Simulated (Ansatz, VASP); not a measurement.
# One calculation of B3RuN4 (a cell with a defect), two programs

```
CELL_PARAMETERS angstrom
3.61500 0.00000 0.00000
0.00000 3.61500 0.00000
0.00000 0.00000 3.61500
ATOMIC_POSITIONS crystal
B 0.98315 0.99825 0.99549
B 0.03075 0.49749 0.50451
B 0.49403 0.97710 0.49149
N 0.24672 0.23190 0.24729
N 0.24407 0.75556 0.75790
N 0.76703 0.25442 0.75354
N 0.75413 0.75270 0.24475
Ru 0.51118 0.50673 0.99776
```

Change from the starting cell: parallel moments scaled by 1.5, plain SCF.

Alike in both runs: task single point; functional PBEsol; k mesh 3 × 3 × 3; occupations fermi-dirac, width 0.01 eV; collinear spin; Hubbard terms Ru d U = 2.3 eV.

|  | VASP | Ansatz |
| --- | --- | --- |
| version | VASP 6.6.1 | Ansatz 0.2.0 |
| potentials or method | VASP PAW PBE potentials, release 64 (B, N, Ru_pv) | PAW, plane waves, scalar-relativistic |
| plane-wave cutoff (eV) | 520 | 420 |
| valence electrons in the cell | 43 | 45 |

```tsv
	VASP	Ansatz	Ansatz less VASP
pressure (GPa)	178.3	183.0	+4.68
largest component of the traceless stress (GPa)	14.57	14.56	-0.013
rms of the force components (eV/Å)	7.624	7.912	+0.2881
net moment per atom (μB)	0.00	0.00	+0.001
```

The programs project onto different local orbitals, so the same U acts differently. The two sets of potentials don't hold the same shells in valence. Ansatz warned: «filled_band_counts_differ_across_k_points».

Caveats: the k mesh is coarse (spacing up to 0.58 Å⁻¹), so the values aren't converged; the cell as given lies far from equilibrium; the potentials were made for another functional, which shifts forces and pressure (VASP). The state reached can hang on the start; a lower one may exist.
